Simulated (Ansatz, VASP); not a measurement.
# Cross-check of SbP between VASP and Ansatz

One calculation is typed for both programs; each brings its own data sets. How far apart do they land? The cell is generated by rule, not measured, and may not be a known phase. The cell is taken from a series of runs on this material, whose earlier steps may have relaxed, scaled, displaced or heated it; both programs get it as it stands.

Calculated with Ansatz 0.2.0; plane waves, with VASP 6.6.1 beside it; relaxation of cell and atoms at PBE.

### Step 1. The structure

Symmetry: P6_3mc, No. 186, hexagonal system. Conventional cell: a = 4.778 Å, b = 4.778 Å, c = 5.875 Å, α = 90.00°, β = 90.00°, γ = 120.00°. Sb has 4 P at 2.59 to 2.78 Å nearest. Nearest to P lie 4 Sb at 2.59 to 2.78 Å. Farther neighbours are not listed.

### Step 2. Ansatz: relaxation of cell and atoms, PBE, pair 1

Ansatz runs on its default PAW (the set named soft_2) files.

The relaxed volume is the usual yardstick between codes: in a stiff, nearly cubic crystal its relative difference is about their pressure difference at one cell divided by the bulk modulus.

Contents of input.yaml:

```yaml
crystal:
  lattice:
    - [4.7784481263, -3.2678e-06, 0.0]
    - [-2.3892212332, 4.1382591019, 0.0]
    - [0.0, 0.0, 5.8750620568]
  atoms:
    - { symbol: Sb, position: [0.3333333333, 0.6666666667, -0.0331389819] }
    - { symbol: Sb, position: [0.6666666667, 0.3333333333, 0.4668610181] }
    - { symbol: P, position: [0.3333333333, 0.6666666667, 0.4081389819] }
    - { symbol: P, position: [0.6666666667, 0.3333333333, 0.9081389819] }
kpoints:
  mp_grid: { grid: [10, 10, 6] }
hamiltonian:
  xc: pbe
scf:
  occupations: { method: methfessel_paxton, width: 0.15 }
output:
  forces: true
  stress: true
  eigenvalues: true
relax:
  adjacent_minimum: "off"
  f_tol: 0.001
  max_steps: 60
  cell: { stress_tol: 0.01 }
```

Launch:

```sh
$ ansatz run input.yaml --threads 4 --pin off --max-ram 7168MiB --backend cpu --events-out ev --progress --plain --runs-dir out
```

Numbers of over 12 decimals in the logs are rounded to 6 here.

Output:

```text
Engine: ansatz 0.2.0, aarch64-unknown-linux-gnu
Pseudopotentials: kind: paw
Pseudopotential: Sb, paw, valence charge 15, recommended cutoff 420 eV (normal), Sb.paw.azcp
Pseudopotential: P, paw, valence charge 5, recommended cutoff 420 eV (normal), P.paw.azcp
Functional definition: PBE
  parameter kappa = 0.804
  parameter beta = 0.066725
  exchange = pbe_x(kappa = kappa, mu = beta*pi^2/3)
  correlation = pbe_c(beta = beta)
Crystal: 4 atoms, lattice volume = 116.176 Å³
Basis set: ecut = 420 eV, 2257 PW (Γ), exchange–correlation on 64×64×80 points (8 copies of the dense FFT grid, shifted against one another)
Bands: 24, of which v1, the nominal top of the filled ones, is band 20 counted from 1 (19 counted from 0)
Symmetry: 12 space group operations
Space group: P63mc (ITA 186), of the structure as read, at distance tolerance 4.9e-5 Å
k-points: 56 of 600 (time reversal used)
Non-local potential: Sb, projectors of the file, l = 0: 2, l = 1: 2, l = 2: 2, l = 3: 2
Non-local potential: P, projectors of the file, l = 0: 2, l = 1: 2, l = 2: 2
PAW form: soft (Blöchl's): semilocal exchange-correlation on the pseudo side does not see the compensation charge
PAW one-centre angular grid: Sb, 590 points (default); XC on 64 Gauss nodes
PAW one-centre angular grid: P, 110 points (default); XC on 64 Gauss nodes
Initial density: superposition of atomic densities (neutral atoms: chi_scale 0, normalization atom), corrected by the library's trained network
Initial wavefunctions: pseudopotential atomic-orbital guess
Functional: x = pbe(κ = 0.804, μ = 0.219515), c = pbe(β = 0.066725)
SCF iter   1: F=—  HF=-14479.312841 eV  |F-HF|=—  |Δ(HF+E_count)|=         —  Δρ=2.06e-3  dr2=6.19e-3  ethr=1.77e-3  ⟨swp⟩=6.6  Hψ=6611  notcnv=0
preconditioner: auto → LDOS  [metal: Δε(μ)=0.032 eV  Ē_g=7.468 eV  σ=0.150 eV  W_gap=0.18  n_scr=22 (ndim 8)  ℏωp=15.4 eV  f_vac=0.064  D(μ)=2.08/eV (n_scr^D=8)  β→1.0]
SCF iter   2: F=—  HF=-14479.312547 eV  |F-HF|=—  |Δ(HF+E_count)|=   2.94e-4  S|Δr|=    0.00e0  Δρ=8.64e-4  dr2=9.64e-4  ethr=1.55e-5  ⟨swp⟩=2.7  Hψ=3014  notcnv=0
SCF iter   3: F=—  HF=-14479.312550 eV  |F-HF|=—  |Δ(HF+E_count)|=   3.27e-6  S|Δr|=    0.00e0  Δρ=5.57e-4  dr2=3.86e-4  ethr=2.41e-6  ⟨swp⟩=2.1  Hψ=2482  notcnv=0
SCF iter   4: F=—  HF=-14479.312410 eV  |F-HF|=—  |Δ(HF+E_count)|=   1.40e-4  S|Δr|=    0.00e0  Δρ=1.02e-4  dr2=1.51e-5  ethr=9.65e-7  ⟨swp⟩=2.0  Hψ=2477  notcnv=0
SCF iter   5: F=—  HF=-14479.312411 eV  |F-HF|=—  |Δ(HF+E_count)|=   6.77e-7  S|Δr|=    0.00e0  Δρ=3.82e-5  dr2=2.42e-6  ethr=3.77e-8  ⟨swp⟩=2.3  Hψ=2534  notcnv=0
SCF iter   6: F=-14479.312411 eV  HF=-14479.312411 eV  |F-HF|=4.32e-8  |Δ(HF+E_count)|=   1.96e-7  S|Δr|=    0.00e0  Δρ=7.20e-6  dr2=6.30e-8  ethr=2.50e-10  ⟨swp⟩=6.8  Hψ=8106  notcnv=0
SCF 1 converged in 6 iterations: F = -14479.312411 eV  dr2 = 6.30e-8
  greatest PAW one-centre occupation: 0.996 electrons in one spin orbital (limit 2), on the Sb atom at site 0 (counted from 0), in its partial waves of l = 2
relax step   1: F+E_penalty+E_count = -14479.31241059 eV  Δ(F+E_penalty+E_count) = +0.000e0 eV  max|allowed force component| = 9.969e-3 eV/Å  Δτ_max = 0.0000 Å  P = -0.013 GPa  Ω = 116.176 Å³  (6 SCF iters, dr2 threshold 1.00e-7 eV, accepted)
[...]
relax step   2: F+E_penalty+E_count = -14479.31243913 eV  Δ(F+E_penalty+E_count) = -2.854e-5 eV  max|allowed force component| = 5.864e-4 eV/Å  Δτ_max = 0.0000 Å  P = -0.004 GPa  Ω = 116.162 Å³  energy of the carried Pulay correction = +2.200e-6 eV  (4 SCF iters, dr2 threshold 2.59e-8 eV, accepted)
[...]
relax step   3: F+E_penalty+E_count = -14479.31244656 eV  Δ(F+E_penalty+E_count) = -7.428e-6 eV  max|allowed force component| = 2.828e-4 eV/Å  Δτ_max = 0.0004 Å  P = +0.001 GPa  Ω = 116.165 Å³  energy of the carried Pulay correction = +1.690e-6 eV  (4 SCF iters, dr2 threshold 3.03e-9 eV, accepted)
[...]
relax step   4: F+E_penalty+E_count = -14479.31244573 eV  Δ(F+E_penalty+E_count) = +8.304e-7 eV  max|allowed force component| = 2.833e-4 eV/Å  Δτ_max = 0.0000 Å  P = +0.001 GPa  Ω = 116.165 Å³  stress off target by 1.37e-3 GPa  SCF on the basis re-selected at this cell (its energy is not comparable with the rows above)  (6 SCF iters)
basis re-selected at this cell: Δ(F+E_penalty+E_count) = +8.304e-7 eV, ΔP = -0.000 GPa vs the last step (what re-selecting the basis moved, of the pressure what is left beyond the Pulay correction that the steps carried, after the strain that the cell walked since its last selection, with what the two solves' SCF thresholds leave and, on support functions, any second-order correction that the steps lacked; it is no m [...]
SCF converged after 6 iterations
Stability not checked: this state was not tested for a lower state beside it, because cold or Methfessel-Paxton smearing, or corrected tetrahedra, fill the levels in a way that the test cannot read (fill_not_monotonic; see scf.lower_state_search)
Free energy (F): -14479.312446 eV
Harris-Foulkes:  -14479.312446 eV  (|F-HF|=5.46e-12)
Internal energy: -14479.309575 eV  (E = F + TS)
E sigma→0 (E₀):  -14479.311728 eV
Entropy (-TS):   -0.002871 eV (-0.718 meV/atom)
Fermi energy:    7.214122 eV
Step filling:    the computed levels leave a gap of 0.0400 eV = 0.3 smearing widths at the electron count; against every level under it full and every level over it empty, smearing changes F+E_penalty+E_count by -0.807 meV and its σ→0 estimate by -0.089 meV
--- Per-component energies (eV) ---
  E_band       = -418.337389
  E_kinetic    = 548.561758
  E_local      = -3922.402890  (includes V_loc(G=0)·N_el)
  E_nonlocal   = 791.586465
  E_hartree    = 1737.658210
  E_xc         = -397.121276
  E_vxc        = -310.226591  (∫ρ·V_xc dr)
  E_paw        = -10287.836706  (= ΣΔE_a)
  E_vpaw       = -1001.172629  (= ΣTr[D̂ρ^β])
  E_aug_tail   = 0.000004  (compensation charges beyond the density's cutoff)
  E_ewald      = -2949.755140
  E_smearing   = -0.002871  (= −TS)
  E_closure    = -0.000000  (closes the sum)
  Σ components = -14479.312446   (vs F -14479.312446, Δ=0.00e0)
--- Forces (eV/Å), atoms counted from 1 ---
  atom   1  Sb     0.00000000     0.00000000     0.00028332
  atom   2  Sb     0.00000000    -0.00000000     0.00028332
  atom   3  P     -0.00000000     0.00000000    -0.00028335
  atom   4  P     -0.00000000    -0.00000000    -0.00028335
  max |Σ_I F_I| component: 5.41e-8 eV/Å
--- Stress (GPa, compression-positive) ---
        0.001336      -0.000000       0.000000
        0.000000       0.001336       0.000000
        0.000000       0.000000       0.001368
  P = ⅓ Tr σ = 0.0013 GPa (0.013 kbar)
--- Band table (eV; the first three rows and the last of 56) ---
  k-point 0: bands = [... 16 lower, 3.0770, 4.8478, 5.0714, 5.0714, 6.9732, 6.9732, 9.3671, 9.3671]
  k-point 1: bands = [... 16 lower, 3.1725, 4.8669, 4.8669, 5.4674, 7.0972, 7.0972, 9.1053, 9.1053]
  k-point 2: bands = [... 16 lower, 3.5508, 4.3971, 4.3971, 6.1505, 7.4312, 7.4312, 8.4944, 8.5314]
  k-point 55: bands = [... 16 lower, 5.0764, 5.0764, 7.0890, 7.0890, 7.7997, 7.7997, 8.6286, 8.6286]
--- Relaxed structure (3 steps of the walk, 3 accepted, 1 SCFs on fresh bases) ---
  F+E_penalty+E_count = -14479.31244573 eV   max|allowed force component| = 2.833e-4 eV/Å   (the final SCF, on the basis selected at the relaxed cell)
  cell:  # Å, volume = 116.1652 Å³
    - [4.779580, -3.268546424051336e-6, 0]
    - [-2.389787, 4.139239, 0]
    - [0, 0, 5.871728]
  atoms:
    - { symbol: Sb, position: [0.333333, 0.666667, -0.033074] }
    - { symbol: Sb, position: [0.666667, 0.333333, 0.466926] }
    - { symbol: P, position: [0.333333, 0.666667, 0.408074] }
    - { symbol: P, position: [0.666667, 0.333333, 0.908074] }
```

Reading the cycles: dr2 is the Hartree energy of the density residual (eV), the measure of convergence; HF is the Harris–Foulkes estimate of the energy, which meets the free energy F at convergence.

### Step 3. VASP: relaxation of cell and atoms, PBE, pair 1

The same cell, functional, mesh and smearing now go to VASP, with its own data sets.

Lines of VASP's logs that name or quote its potential files are left out, and so is its time.

Contents of INCAR:

```
SYSTEM = SbP
PREC = Accurate
ENCUT = 500
EDIFF = 1E-07
NELM = 120
ISMEAR = 1
SIGMA = 0.15
LREAL = .FALSE.
ALGO = Normal
GGA = PE
NBANDS = 16
LORBIT = 11
LWAVE = .FALSE.
LCHARG = .FALSE.
ISIF = 3
IBRION = 2
NSW = 80
EDIFFG = -0.005
LASPH = .TRUE.
GGA_COMPAT = .FALSE.
NELMIN = 4
KPAR = 2
```

Contents of POSCAR:

```
SbP
1.0
    4.7784480000     -0.0000030000      0.0000000000
   -2.3892210000      4.1382590000      0.0000000000
    0.0000000000      0.0000000000      5.8750620000
Sb P
2 2
Direct
    0.3333332931      0.6666665861      0.9668609455
    0.6666667069      0.3333334139      0.4668609455
    0.3333332931      0.6666665861      0.4081390120
    0.6666667069      0.3333334139      0.9081390120
```

Contents of KPOINTS:

```
Automatic mesh
0
Gamma
10 10 6
0 0 0
```

The projector-augmented-wave data sets are Sb and P (PBE family, release 64).

Launch:

```sh
$ mpirun -np 2 vasp_std
```

Output:

```text
[banner, memory and clock lines left out]
running    2 mpi-ranks, on    1 nodes
 distrk:  each k-point on    1 cores,    2 groups
 distr:  one band on    1 cores,    1 groups

 POSCAR found type information on POSCAR SbP
 POSCAR found :  2 types and       4 ions
 LDA part: xc-table for (Slater+PW92), standard interpolation
 POSCAR, INCAR and KPOINTS ok, starting setup
 FFT: planning ... GRIDC
 FFT: planning ... GRID_SOFT
 FFT: planning ... GRID
 WAVECAR not read
 entering main loop
       N       E                     dE             d eps       ncg     rms          rms(c)
DAV:   1     0.872294357405E+02    0.87229E+02   -0.72147E+03  1792   0.975E+02
DAV:   2    -0.118123361631E+02   -0.99042E+02   -0.95974E+02  2368   0.161E+02
DAV:   3    -0.183463018595E+02   -0.65340E+01   -0.64363E+01  2424   0.463E+01
DAV:   4    -0.184321177882E+02   -0.85816E-01   -0.85775E-01  2152   0.633E+00
DAV:   5    -0.184340826307E+02   -0.19648E-02   -0.19648E-02  2472   0.953E-01    0.596E+00
DAV:   6    -0.179952423475E+02    0.43884E+00   -0.12386E+00  2056   0.490E+00    0.366E+00
DAV:   7    -0.179962738042E+02   -0.10315E-02   -0.15941E-01  2360   0.211E+00    0.180E+00
DAV:   8    -0.179915445008E+02    0.47293E-02   -0.13953E-02  2048   0.662E-01    0.407E-01
DAV:   9    -0.179915390588E+02    0.54420E-05   -0.27334E-03  2144   0.316E-01    0.964E-02
DAV:  10    -0.179917432942E+02   -0.20424E-03   -0.34129E-04  2296   0.979E-02    0.638E-02
DAV:  11    -0.179919717258E+02   -0.22843E-03   -0.39010E-04  2120   0.963E-02    0.196E-02
DAV:  12    -0.179919669840E+02    0.47418E-05   -0.30746E-05  2360   0.317E-02    0.111E-02
DAV:  13    -0.179919732149E+02   -0.62309E-05   -0.17075E-05  2200   0.196E-02    0.591E-03
DAV:  14    -0.179919734252E+02   -0.21027E-06   -0.45528E-07  2392   0.406E-03    0.284E-03
DAV:  15    -0.179919733587E+02    0.66463E-07   -0.10236E-07  1720   0.182E-03
   1 F= -.17991973E+02 E0= -.17991028E+02  d E =-.179920E+02
[...]
2 F= -.17991998E+02 E0= -.17991047E+02  d E =-.242816E-04
[...]
3 F= -.17992002E+02 E0= -.17991049E+02  d E =-.283227E-04
[...]
4 F= -.17992021E+02 E0= -.17991063E+02  d E =-.191039E-04
 trial-energy change:   -0.000019  1 .order   -0.000019   -0.000022   -0.000016
 step:   2.4475(harm=  2.4475)  dis= 0.00186  next Energy=   -17.992040 (dE=-0.380E-04)
 bond charge predicted
       N       E                     dE             d eps       ncg     rms          rms(c)
DAV:   1    -0.179920362714E+02   -0.15503E-04   -0.29731E-03  1936   0.276E-01    0.181E-02
DAV:   2    -0.179920437303E+02   -0.74590E-05   -0.16532E-04  2232   0.765E-02    0.874E-03
DAV:   3    -0.179920406450E+02    0.30854E-05   -0.43914E-06  2224   0.133E-02    0.428E-03
DAV:   4    -0.179920399165E+02    0.72850E-06   -0.16063E-06  2136   0.653E-03    0.236E-03
DAV:   5    -0.179920399396E+02   -0.23121E-07   -0.12574E-07  1208   0.216E-03
   5 F= -.17992040E+02 E0= -.17991067E+02  d E =-.382582E-04
 curvature:  -2.01 expect dE=-0.939E-05 dE for cont linesearch -0.545E-08
 trial: gam= 0.38031 g(F)=  0.190E-06 g(S)=  0.449E-05 ort = 0.372E-06 (trialstep = 0.107E+01)
 search vector abs. value=  0.123E-04
 reached required accuracy - stopping structural energy minimisation
```

Parts of OUTCAR (step 3):

```text
ion  position               nearest neighbor table
   1  0.333  0.667  0.967-   3 2.59   4 2.78   4 2.78   4 2.78   3 3.28
   2  0.667  0.333  0.467-   4 2.59   3 2.78   3 2.78   3 2.78   4 3.28
   3  0.333  0.667  0.408-   1 2.59   2 2.78   2 2.78   2 2.78   1 3.28
   4  0.667  0.333  0.908-   2 2.59   1 2.78   1 2.78   1 2.78   2 3.28

  LATTYP: Found a hexagonal cell.
 ALAT       =     4.7784480000
 C/A-ratio  =     1.2294916676

 Subroutine GETGRP returns: Found 12 space group operations
 (whereof  6 operations were pure point group operations)

The static configuration has the point symmetry C_3v.
 The point group associated with its full space group is C_6v.

 Found     56 irreducible k-points:

   k-points           NKPTS =     56   k-points in BZ     NKDIM =     56   number of bands    NBANDS=     16

   dimension x,y,z NGX =    36 NGY =   36 NGZ =   48
   dimension x,y,z NGXF=    72 NGYF=   72 NGZF=   96

   ENCUT  =  500.0 eV  36.75 Ry    6.06 a.u.   8.71  8.71 10.71*2*pi/ulx,y,z

   NELECT =      20.0000    total number of electrons

 k-points in reciprocal lattice and weights: Automatic mesh
   0.00000000  0.00000000  0.00000000       0.002
   0.10000000 -0.00000000  0.00000000       0.010
   0.20000000 -0.00000000  0.00000000       0.010
   0.30000000 -0.00000000  0.00000000       0.010
   0.40000000 -0.00000000  0.00000000       0.010
   0.50000000  0.00000000  0.00000000       0.005
   0.10000000  0.10000000  0.00000000       0.010
   0.20000000  0.10000000  0.00000000       0.020
   0.30000000  0.10000000  0.00000000       0.020
[...]
0.40000000  0.20000000  0.50000000       0.010
   0.30000000  0.30000000  0.50000000       0.010

 average (electrostatic) potential at core
       1 -88.0229       2 -88.0229       3 -83.7078       4 -83.7078

 E-fermi :   5.4195

 k-point     1 :       0.0000    0.0000    0.0000
  band No.  band energies     occupation
    ...
      8       3.0544      2.00000
      9       3.2710      2.00000
     10       3.2710      2.00000
     11       5.1776      2.04494
     12       5.1776      2.04495
     13       7.5714     -0.00000
     14       7.5714     -0.00000
     15       8.9990      0.00000
     16       9.7066      0.00000

 k-point     2 :       0.1000   -0.0000    0.0000
  band No.  band energies     occupation
    ...
      8       2.9050      2.00000
      9       3.1939      2.00000
     10       3.6172      2.00000
     11       5.1934      2.05467
     12       5.3883      1.34345
     13       7.5814     -0.00000
     14       7.7868     -0.00000
     15       9.0026      0.00000
     16       9.7617      0.00000

 k-point     3 :       0.2000   -0.0000    0.0000
  band No.  band energies     occupation
    ...
      7       2.2119      2.00000
      8       2.5743      2.00000
      9       3.0069      2.00000
     10       4.2354      2.00000
     11       5.3691      1.53439
     12       5.9403     -0.00001
     13       7.7180     -0.00000
     14       8.3619     -0.00000
     15       9.0064      0.00000
     16       9.7413      0.00000

  Total       -0.0047474     -0.0047474     -0.0180909     -0.0000000      0.0000000      0.0000000
  in kB       -0.0655512     -0.0655512     -0.2497974     -0.0000000      0.0000000      0.0000000
  external PRESSURE =      -0.1269666 kB  Pullay stress =       0.0000000 kB

  energy-cutoff  :      500.00
  volume of cell :      116.03
      direct lattice vectors                 reciprocal lattice vectors
     4.778563724 -0.000003000 -0.000000000     0.209267977  0.120820723  0.000000000
    -2.389278862  4.138359220  0.000000000     0.000000152  0.241641750  0.000000000
    -0.000000000 -0.000000000  5.867543053     0.000000000 -0.000000000  0.170429086

 POSITION                                       TOTAL-FORCE (eV/Angst)
 -----------------------------------------------------------------------------------
      0.00000      2.75890      5.67081        -0.000000      0.000000      0.000992
      2.38928      1.37945      2.73704         0.000000     -0.000000      0.000992
      0.00000      2.75890      2.39706        -0.000000      0.000000     -0.000992
      2.38928      1.37945      5.33084         0.000000     -0.000000     -0.000992
 -----------------------------------------------------------------------------------
    total drift:                                0.000000     -0.000150      0.000238

  FREE ENERGIE OF THE ION-ELECTRON SYSTEM (eV)
  ---------------------------------------------------
  free  energy   TOTEN  =       -17.9920399396 eV

  energy  without entropy=      -17.9891222614  energy(sigma->0) =      -17.99106738

 reached required accuracy - stopping structural energy minimisation

 total charge
# of ion       s       p       d       tot
------------------------------------------
    1        1.252   1.049   0.044   2.345
    2        1.252   1.049   0.044   2.345
    3        1.114   1.317   0.000   2.431
    4        1.114   1.317   0.000   2.431
--------------------------------------------------
tot          4.730   4.733   0.088   9.551

[... 3 further parts left out ...]
```

CONTCAR:

```
SbP
   1.00000000000000
     4.7785637238469558   -0.0000030000614147   -0.0000000000000000
    -2.3892788618410918    4.1383592198322638    0.0000000000000000
    -0.0000000000000000   -0.0000000000000000    5.8675430534937743
  Sb              P
     2     2
Direct
     0.3333332930999973    0.6666665860999998    0.9664705559409343
     0.6666667069000027    0.3333334139000002    0.4664705559409345
     0.3333332930999973    0.6666665860999998    0.4085294015590674
     0.6666667069000027    0.3333334139000002    0.9085294015590675
```

The run keeps the 12 symmetry operations of its start, so it cannot find a distortion of lower symmetry.

### Step 4. Side by side

Known differences besides the potentials themselves: the data sets hold 40 valence electrons in Ansatz (on its default PAW (the set named soft_2) files) and 20 in VASP; the cutoff is 420 eV in Ansatz and 500 eV in VASP; Ansatz adds a Pulay correction to the stress that steers its cell, VASP none. Total energies have different zeros and are not compared.

Compared:

```csv
quantity,Ansatz,VASP,difference
volume (Å³),116.17,116.03,+0.11 %
"edge a after relaxation, in the typed setting (Å)",4.780,4.779,+0.02 %
"edge c after relaxation, in the typed setting (Å)",5.872,5.867,+0.07 %
```

[end of part 1 of 2]

[Lines on the potential files, build, host, timing and source positions are cut from VASP's logs without a mark.]

[Logs are printed without paths, hosts, clocks, repeated set-up lines and the standing remarks that a program may print on its own settings, such as how far it seeks lower states.]

[Hosts, paths, dates, database ids (printed as entryN), source tags and the programs' standing remarks are cut or masked in the printed files.]
